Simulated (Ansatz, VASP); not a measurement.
# OsC6: VASP beside Ansatz

The input INCAR:

```
ALGO = Normal
EDIFF = 1E-7
ENCUT = 520
GGA = PE
ISIF = 2
ISMEAR = 0
LASPH = True
LCHARG = False
LREAL = False
LWAVE = False
NBANDS = 25
NELM = 80
PREC = Accurate
SIGMA = 0.1
```

KPOINTS

```
k-points
0
Gamma
  4 4 4
```

The input POSCAR:

```
OsC6
1.0
    0.0000000000      3.6350897500      3.6350897500
    3.6350897500      0.0000000000      3.6350897500
    3.6350897500      3.6350897500      0.0000000000
Os C
1 6
Direct
    0.0000000000      0.0000000000      0.0000000000
    0.2045271900      0.7954728100      0.7954728100
    0.7954728100      0.2045271900      0.2045271900
    0.7954728100      0.2045271900      0.7954728100
    0.2045271900      0.7954728100      0.2045271900
    0.7954728100      0.7954728100      0.2045271900
    0.2045271900      0.2045271900      0.7954728100
```

Input for Ansatz:

```yaml
crystal:
  lattice:
    - [0.0, 3.63508975, 3.63508975]
    - [3.63508975, 0.0, 3.63508975]
    - [3.63508975, 3.63508975, 0.0]
  atoms:
    - { symbol: Os, position: [0.0, 0.0, 0.0] }
    - { symbol: C, position: [0.20452719, 0.79547281, 0.79547281] }
    - { symbol: C, position: [0.79547281, 0.20452719, 0.20452719] }
    - { symbol: C, position: [0.79547281, 0.20452719, 0.79547281] }
    - { symbol: C, position: [0.20452719, 0.79547281, 0.20452719] }
    - { symbol: C, position: [0.79547281, 0.79547281, 0.20452719] }
    - { symbol: C, position: [0.20452719, 0.20452719, 0.79547281] }
basis:
  ecutwfc: 420
kpoints:
  mp_grid: { grid: [4, 4, 4] }
hamiltonian:
  xc: pbe
scf:
  occupations: { method: gaussian, width: 0.1 }
  lower_state_search: "off"
output:
  forces: true
  stress: true
  eigenvalues: true
```

Alike in both runs: task single point; functional PBE; k mesh 4 × 4 × 4; occupations gaussian, width 0.1 eV; no spin polarisation.

|  | VASP | Ansatz |
| --- | --- | --- |
| version | VASP 6.6.1 | Ansatz 0.2.0 |
| potentials or method | VASP PAW PBE potentials, release 64 (Os, C) | scalar-relativistic, plane waves, PAW |
| plane-wave cutoff (eV) | 520 | 420 |
| valence electrons in the cell | 32 | 40 |

VASP gave:

| Quantity | Value |
| --- | --- |
| gap on the k mesh at the Fermi level (eV) | none |
| rms of the force components (eV/Å) | 21.472 |

Task: Which values does Ansatz return?

Result: gap on the k mesh at the Fermi level (eV): none; rms of the force components (eV/Å): 18.727.

Atom by atom the forces differ by 2.745 eV/Å (rms over components). A gap of «none» marks a metal or a gap that the smearing closes. With one functional, cell and mesh, what is left measures potentials, basis and numerics. The two sets of potentials don't hold the same shells in valence.

Caveats: the k mesh is coarse (spacing up to 0.37 Å⁻¹), so the values aren't converged; forces of over 1 eV/Å show positions far from the minimum, so gaps and moduli don't describe the material at rest. Spin-orbit coupling is left out, which matters for the levels of Os.
